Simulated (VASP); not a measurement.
VASP ran on this input.

INCAR:
```
SYSTEM=Tc
PREC=Accurate; ENCUT=400; LREAL=.False.
LASPH=.True.
EDIFF=1E-8; NELM=100; ALGO=Normal
LMAXMIX=4
ISMEAR=1; SIGMA=0.1
GGA=PE
IBRION=1; NSW=30; ISIF=2
EDIFFG=-0.001
LWAVE=.False.; LCHARG=.False.
```

File KPOINTS:
```
Automatic mesh
0
Gamma
14 14 8
0 0 0
```

File POSCAR:
```
Tc
1.0
  1.3724620931  -2.3771744724   0.0000000000
  1.3724620931   2.3771744724   0.0000000000
  0.0000000000   0.0000000000   4.3974216093
Tc
2
Cartesian
  1.3724620931   0.7923930756   1.0993554023
  1.3724620931  -0.7923930756   3.2980662070
```

POTCAR, in this order: Tc_pv (PBE.64 set). Program: vasp_std.

**Question.** Translate this PBE calculation to Ansatz.

**Answer.** One equivalent input (not run):
Ansatz 0.2 input:
```yaml
crystal:
  lattice:
    - [1.3724621, -2.3771745, 0.0000000]
    - [1.3724621, 2.3771745, 0.0000000]
    - [0.0000000, 0.0000000, 4.3974216]
  atoms:
    - { symbol: Tc, position: [0.3333330, 0.6666670, 0.2500000] }
    - { symbol: Tc, position: [0.6666670, 0.3333330, 0.7500000] }
kpoints:
  mp_grid: { grid: [14, 14, 8] }
hamiltonian:
  xc: pbe
  pseudopotentials: { kind: paw }
scf:
  occupations: { method: methfessel_paxton, width: 0.1 }
  max_iter: 100
relax:
  max_steps: 30
  f_tol: 0.001
output: { forces: true, stress: true, eigenvalues: true }
```
Limits of the translation: each code has its own PAW files, so the cut-off isn't converted (ENCUT is set for VASP's; basis.ecutwfc is left out, and Ansatz then takes the one that its files recommend); Ansatz stops its SCF on the density residual and VASP on the energy change (EDIFF).

The compound is Tc in the hcp structure. It was relaxed first. The start is the result of an earlier pass.
